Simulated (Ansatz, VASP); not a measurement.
## TiGe in two plane-wave programs

Aim: how closely do two programs agree when they are given the same cell, functional and k mesh? The cell is generated by rule, not measured, and may not be a known phase. The cell is taken from a series of VASP runs on this material, whose earlier steps may have relaxed, scaled or displaced it; both programs get it as it stands.

Calculated with Ansatz 0.2.0; plane waves, with VASP 6.6.1 beside it; band structure at PBEsol, spin-orbit coupling.

The structure was built from a prototype and need not be the compound's stable phase.

## (1) Starting point

Symmetry: Fm-3m, No. 225, cubic system. Conventional cell: a = 5.410 Å, b = 5.410 Å, c = 5.410 Å, α = 90.00°, β = 90.00°, γ = 90.00°. Ti has 6 Ge at 2.71 Å nearest. Nearest to Ge lie 6 Ti at 2.71 Å. Farther neighbours are not listed.

## (2) VASP: band structure, PBEsol, spin-orbit coupling

A single point gives forces, pressure and levels at one fixed geometry, so differences don't come from the geometry; what else differs is listed under the comparison.

Lines of VASP's logs that name or quote its potential files are left out, and so is its time.

Contents of INCAR:

```
SYSTEM = TiGe
PREC = Accurate
ENCUT = 410
EDIFF = 1E-06
NELM = 100
ISMEAR = 0
SIGMA = 0.02
LREAL = .FALSE.
ALGO = Normal
GGA = PS
LNONCOLLINEAR = .TRUE.
MAGMOM = 0 0 0 0 0 0
NBANDS = 38
GGA_COMPAT = .FALSE.
LASPH = .TRUE.
LSORBIT = .TRUE.
LMAXMIX = 4
LORBIT = 11
LWAVE = .FALSE.
LCHARG = .FALSE.
KPAR = 4
ISIF = 2
```

Contents of POSCAR:

```
TiGe
1.0
    0.0000000000      2.7050000000      2.7050000000
    2.7050000000      0.0000000000      2.7050000000
    2.7050000000      2.7050000000      0.0000000000
Ti Ge
1 1
Direct
    0.0000000000      0.0000000000      0.0000000000
    0.5000000000      0.5000000000      0.5000000000
```

Contents of KPOINTS:

```
Automatic mesh
0
Gamma
10 10 10
0 0 0
```

Contents of KPOINTS_OPT:

```
Line mode
16
Line-mode
Reciprocal
  0.00000000   0.00000000   0.00000000 GAMMA
  0.50000000   0.00000000   0.50000000 X

  0.50000000   0.00000000   0.50000000 X
  0.50000000   0.25000000   0.75000000 W

  0.50000000   0.25000000   0.75000000 W
  0.37500000   0.37500000   0.75000000 K

  0.37500000   0.37500000   0.75000000 K
  0.00000000   0.00000000   0.00000000 GAMMA

  0.00000000   0.00000000   0.00000000 GAMMA
  0.50000000   0.50000000   0.50000000 L

  0.50000000   0.50000000   0.50000000 L
  0.62500000   0.25000000   0.62500000 U

  0.62500000   0.25000000   0.62500000 U
  0.50000000   0.25000000   0.75000000 W

  0.50000000   0.25000000   0.75000000 W
  0.50000000   0.50000000   0.50000000 L

  0.50000000   0.50000000   0.50000000 L
  0.37500000   0.37500000   0.75000000 K

  0.62500000   0.25000000   0.62500000 U
  0.50000000   0.00000000   0.50000000 X
```

PAW data sets: Ti_sv and Ge_d (PBE family, release 64).

Launch:

```
> mpirun -np 4 vasp_ncl
```

Numbers of over 12 decimals in the logs are rounded to 6 here.

Output:

```text
[banner, memory and clock lines left out]
running    4 mpi-ranks, on    1 nodes
 distrk:  each k-point on    1 cores,    4 groups
 distr:  one band on    1 cores,    1 groups

 POSCAR found type information on POSCAR TiGe
 POSCAR found :  2 types and       2 ions
|                                                                             |
|               ----> ADVICE to this user running VASP <----                  |
|                                                                             |
|     You enforced a specific xc type in the INCAR file but a different       |
|     [... a line on the potential file left out ...]
|     I HOPE YOU KNOW WHAT YOU ARE DOING!                                     |
|                                                                             |

 LDA part: xc-table for (Slater+PW92), standard interpolation
 POSCAR, INCAR and KPOINTS ok, starting setup
 FFT: planning ... GRIDC
 FFT: planning ... GRID_SOFT
 FFT: planning ... GRID
 WAVECAR not read
 entering main loop
       N       E                     dE             d eps       ncg     rms          rms(c)
DAV:   1     0.261350754299E+03    0.26135E+03   -0.10982E+04  4446   0.273E+03
DAV:   2     0.276603890742E+02   -0.23369E+03   -0.22499E+03  3572   0.679E+02
DAV:   3    -0.135477648723E+02   -0.41208E+02   -0.40493E+02  4604   0.184E+02
DAV:   4    -0.168594241320E+02   -0.33117E+01   -0.32702E+01  5162   0.520E+01
DAV:   5    -0.169984306340E+02   -0.13901E+00   -0.13895E+00  4652   0.903E+00    0.110E+01
DAV:   6    -0.145135647512E+02    0.24849E+01   -0.12801E+01  4232   0.350E+01    0.552E+00
DAV:   7    -0.141098839558E+02    0.40368E+00   -0.30889E+00  3930   0.201E+01    0.241E+00
DAV:   8    -0.140698544908E+02    0.40029E-01   -0.31036E-01  3982   0.658E+00    0.997E-01
DAV:   9    -0.140593282718E+02    0.10526E-01   -0.43914E-02  4458   0.250E+00    0.243E-01
DAV:  10    -0.140599438219E+02   -0.61555E-03   -0.43261E-03  4754   0.855E-01    0.109E-01
DAV:  11    -0.140598987341E+02    0.45088E-04   -0.17422E-04  4480   0.117E-01    0.524E-02
DAV:  12    -0.140598859720E+02    0.12762E-04   -0.23188E-05  4700   0.475E-02    0.182E-02
DAV:  13    -0.140598864396E+02   -0.46762E-06   -0.44492E-06  4120   0.229E-02
   1 F= -.14059886E+02 E0= -.14059774E+02  d E =-.225058E-03  mag=     0.0000    -0.0000     0.0000
 Start KPOINTS_OPT (optional k-point list driver)
k-point batch [1-47\160]
       N       E                     dE             ncg
DAV:   1    -0.669793251151E+04   -0.39153E+05     4412
DAV:   2    -0.175666859578E+05   -0.10869E+05     3596
DAV:   3    -0.194354371613E+05   -0.18688E+04     4552
DAV:   4    -0.195757955626E+05   -0.14036E+03     4882
DAV:   5    -0.195832459643E+05   -0.74504E+01     4430
DAV:   6    -0.195833839964E+05   -0.13803E+00     4348
DAV:   7    -0.195833895480E+05   -0.55516E-02     4798
DAV:   8    -0.195833896653E+05   -0.11730E-03     4236
DAV:   9    -0.195833896707E+05   -0.53364E-05     3246
DAV:  10    -0.195833896709E+05   -0.27076E-06     2570
[...]
k-point batch [142-160\160]
       N       E                     dE             ncg
DAV:   1     0.183902717802E+05   -0.19057E+05     1782
DAV:   2     0.140674239425E+05   -0.43228E+04     1456
DAV:   3     0.133279759703E+05   -0.73945E+03     1838
DAV:   4     0.132784260218E+05   -0.49550E+02     2056
DAV:   5     0.132756499249E+05   -0.27761E+01     1680
DAV:   6     0.132756034658E+05   -0.46459E-01     1700
DAV:   7     0.132756014221E+05   -0.20436E-02     1842
DAV:   8     0.132756013808E+05   -0.41292E-04     1712
DAV:   9     0.132756013790E+05   -0.18166E-05     1256
DAV:  10     0.132756013789E+05   -0.10009E-06     1028
```

OUTCAR, selected parts (step 2):

```text
ion  position               nearest neighbor table
   1  0.000  0.000  0.000-   2 2.71   2 2.71   2 2.71   2 2.71   2 2.71   2 2.71
   2  0.500  0.500  0.500-   1 2.71   1 2.71   1 2.71   1 2.71   1 2.71   1 2.71

  LATTYP: Found a face centered cubic cell.
 ALAT       =     5.4100000000

 Subroutine GETGRP returns: Found 48 space group operations
 (whereof 48 operations were pure point group operations)

The static configuration has the point symmetry O_h .

 Found     47 irreducible k-points:

   k-points           NKPTS =     47   k-points in BZ     NKDIM =     47   number of bands    NBANDS=     38

   dimension x,y,z NGX =    28 NGY =   28 NGZ =   28
   dimension x,y,z NGXF=    56 NGYF=   56 NGZF=   56

   ENCUT  =  410.0 eV  30.13 Ry    5.49 a.u.   6.32  6.32  6.32*2*pi/ulx,y,z

   NELECT =      26.0000    total number of electrons

 k-points in reciprocal lattice and weights: Automatic mesh
   0.00000000  0.00000000  0.00000000       0.001
   0.10000000  0.00000000  0.00000000       0.008
   0.20000000  0.00000000  0.00000000       0.008
   0.30000000  0.00000000  0.00000000       0.008
   0.40000000  0.00000000  0.00000000       0.008
   0.50000000  0.00000000  0.00000000       0.004
   0.10000000  0.10000000  0.00000000       0.006
   0.20000000  0.10000000  0.00000000       0.024
   0.30000000  0.10000000  0.00000000       0.024
[...]
-0.30000000  0.40000000  0.20000000       0.024
  -0.30000000  0.50000000  0.20000000       0.012

 average (electrostatic) potential at core
       1 -74.9677       2 -71.8821

 E-fermi :   6.2523

 k-point     1 :       0.0000    0.0000    0.0000
  band No.  band energies     occupation
    ...
     16     -17.2736      1.00000
     17     -17.2561      1.00000
     18     -17.2561      1.00000
     19      -3.9066      1.00000
     20      -3.9066      1.00000
     21       6.3486      0.00000
     22       6.3486      0.00000
     23       6.3486      0.00000
     24       6.3486      0.00000
     25       6.3748      0.00000
    ...

 k-point     2 :       0.1000    0.0000    0.0000
  band No.  band energies     occupation
    ...
     22       6.0409      1.00000
     23       6.2400      0.80734
     24       6.2400      0.80733
     25       6.2478      0.62408
     26       6.2478      0.62408
     27       6.5403      0.00000
     28       6.5403      0.00000
     29       6.5585      0.00000
     30       6.5585      0.00000
     31       8.5150      0.00000
    ...

 k-point     3 :       0.2000    0.0000    0.0000
  band No.  band energies     occupation
    ...
     22       5.0078      1.00000
     23       5.6626      1.00000
     24       5.6626      1.00000
     25       5.6934      1.00000
     26       5.6934      1.00000
     27       6.7235      0.00000
     28       6.7235      0.00000
     29       6.7297      0.00000
     30       6.7297      0.00000
     31       7.9744      0.00000
    ...

  Total       -3.5359586     -3.5359586     -3.5359586     -0.0000000      0.0000000      0.0000000
  in kB     -143.1152632   -143.1152632   -143.1152632     -0.0000000      0.0000000      0.0000000
  external PRESSURE =    -143.1152632 kB  Pullay stress =       0.0000000 kB

  energy-cutoff  :      410.00
  volume of cell :       39.59
      direct lattice vectors                 reciprocal lattice vectors
     0.000000000  2.705000000  2.705000000    -0.184842884  0.184842884  0.184842884
     2.705000000  0.000000000  2.705000000     0.184842884 -0.184842884  0.184842884
     2.705000000  2.705000000  0.000000000     0.184842884  0.184842884 -0.184842884

 POSITION                                       TOTAL-FORCE (eV/Angst)
 -----------------------------------------------------------------------------------
      0.00000      0.00000      0.00000         0.000000      0.000000      0.000000
      2.70500      2.70500      2.70500        -0.000000      0.000000     -0.000000
 -----------------------------------------------------------------------------------
    total drift:                                0.000000      0.000000      0.000000

  FREE ENERGIE OF THE ION-ELECTRON SYSTEM (eV)
  ---------------------------------------------------
  free  energy   TOTEN  =       -14.0598864396 eV

  energy  without entropy=      -14.0596613818  energy(sigma->0) =      -14.05977391

 Spin-Orbit-Coupling matrix elements
 Ion:    1  E_soc:     -0.0124473
 Ion:    2  E_soc:     -0.0207855

 total charge
# of ion       s       p       d       tot
------------------------------------------
    1        2.147   6.079   1.878  10.103
    2        1.151   1.264   9.992  12.406
--------------------------------------------------
tot          3.297   7.342  11.869  22.509

 magnetization (x)
# of ion       s       p       d       tot
------------------------------------------
    1        0.000   0.000  -0.000  -0.000
    2        0.000   0.000   0.000   0.000
--------------------------------------------------
tot          0.000   0.000  -0.000   0.000

 magnetization (y)
# of ion       s       p       d       tot
------------------------------------------
    1        0.000   0.000   0.000   0.000
    2       -0.000   0.000   0.000  -0.000
--------------------------------------------------
tot         -0.000   0.000   0.000   0.000

 magnetization (z)
# of ion       s       p       d       tot
------------------------------------------
    1        0.000   0.000   0.000   0.000
    2        0.000  -0.000   0.000   0.000
--------------------------------------------------
tot          0.000   0.000   0.000   0.000

[... 3 further parts left out ...]
```

The run ends at a pressure of -14.31 GPa.

(Part 1 of 2 ends here.)

[Lines on the potential files, build, host, timing and source positions are cut from VASP's logs without a mark.]

[Logs are printed without paths, hosts, clocks, repeated set-up lines and the standing remarks that a program may print on its own settings, such as how far it seeks lower states.]

[Hosts, paths, dates, database ids (printed as entryN), source tags and the programs' standing remarks are cut or masked in the printed files.]
